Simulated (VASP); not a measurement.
These are PW91 GGA, VASP's PBE PAW potentials (set 64) (plane waves; VASP) values and carry that method's errors.

VASP input:

**KPOINTS**
```
Automatic mesh
0
Gamma
11 11 11
0 0 0
```

INCAR:
```
ALGO = Normal
EDIFF = 1E-7
ENCUT = 520
GGA = 91
ISIF = 2
ISMEAR = -5
LASPH = T
LCHARG = T
LMAXMIX = 4
LORBIT = 11
LREAL = F
LWAVE = F
NEDOS = 601
NELM = 100
PREC = Accurate
SYSTEM = InSb
```

File POSCAR:
```
InSb
4.6879840
  0.0000000000   0.7071067077   0.7071067077
  0.7071067077   0.0000000000   0.7071067077
  0.7071067077   0.7071067077   0.0000000000
In Sb
1 1
Cart
  0.0000000000   0.0000000000   0.0000000000
  0.3535533538   0.3535533538   0.3535533538
```

POTCAR, in this order: In_d Sb (PBE.64 set). Program: vasp_std.

Unless said otherwise, spin-orbit coupling is left out, though it shifts the bands of the heavy elements here.

Problem. What does the run give for the energy per atom (σ→0), band gap (on the k-mesh)?

Solution. 
| Item | Value |
|---|---|
| energy per atom (σ→0) | -3.507 eV/atom |
| band gap (on the k-mesh) | none (metal, semimetal or under 0.01 eV) |

### OSZICAR
```
...
DAV:   8    -0.701344575306E+01   -0.52458E-03   -0.75097E-03  1893   0.116E+00    0.245E-01
DAV:   9    -0.701406536390E+01   -0.61961E-03   -0.93922E-04  1619   0.313E-01    0.704E-02
DAV:  10    -0.701409984310E+01   -0.34479E-04   -0.44316E-05  1999   0.566E-02    0.338E-02
DAV:  11    -0.701414117234E+01   -0.41329E-04   -0.80304E-05  1551   0.696E-02    0.252E-02
DAV:  12    -0.701414187810E+01   -0.70576E-06   -0.13260E-06  1626   0.102E-02    0.822E-03
DAV:  13    -0.701414253207E+01   -0.65397E-06   -0.16899E-06  1561   0.120E-02    0.379E-03
DAV:  14    -0.701414246395E+01    0.68118E-07   -0.41570E-08  1363   0.169E-03
   1 F= -.70141425E+01 E0= -.70141425E+01  d E =0.000000E+00
```

The compound is InSb in the zinc blende structure. It was relaxed first, which changed the volume by +7 %.
